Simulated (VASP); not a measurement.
Here is the system:

```yaml
crystal:
  lattice:
    - [0.00000, 3.14767, 3.14767]
    - [3.14767, 0.00000, 3.14767]
    - [3.14767, 3.14767, 0.00000]
  atoms:
    - { symbol: Cd, position: [0.00000, 0.00000, 0.00000] }
    - { symbol: Se, position: [0.25000, 0.25000, 0.25000] }
```

All values below come from RPBE GGA, VASP's PBE PAW potentials (set 64) (plane waves; VASP). Settings: 520 eV cut-off, 8×8×8 Γ-centred mesh, tetrahedra with Blöchl corrections, potentials Cd Se.

Task: Tabulate the total density of states (states/eV per cell) against energy (eV; zero at the valence-band maximum or, without a gap, the Fermi level).

Result: 
(E (eV), DOS (states/eV)): (-9.97, 0.00); (-9.61, 0.00); (-9.25, 0.00); (-8.89, 0.00); (-8.53, 0.00); (-8.17, 0.00); (-7.81, 0.00); (-7.45, 22.3); (-7.09, 7.19); (-6.73, 0.00); (-6.37, 0.00); (-6.01, 0.00); (-5.65, 0.00); (-5.29, 0.00); (-4.93, 0.00); (-4.57, 0.00); (-4.21, 0.00); (-3.85, 0.00); (-3.49, 5.86); (-3.13, 0.97); (-2.89, 0.66); (-2.53, 0.36); (-2.17, 0.25); (-1.81, 2.05); (-1.45, 2.59); (-1.09, 2.74); (-0.73, 2.75); (-0.37, 1.11); (-0.01, 0.03); (0.35, 0.00); (0.71, 0.00); (1.07, 0.01); (1.43, 0.03); (1.79, 0.09); (2.15, 0.16); (2.51, 0.45); (2.87, 0.80); (3.23, 0.89); (3.59, 1.37); (3.95, 1.50)
Within 2 eV below the valence-band maximum the largest weight inside VASP's projection spheres is Se p.

The compound is CdSe in the zinc blende structure, whereas wurtzite is the usual form. It was relaxed first, which changed the volume by +13 %.
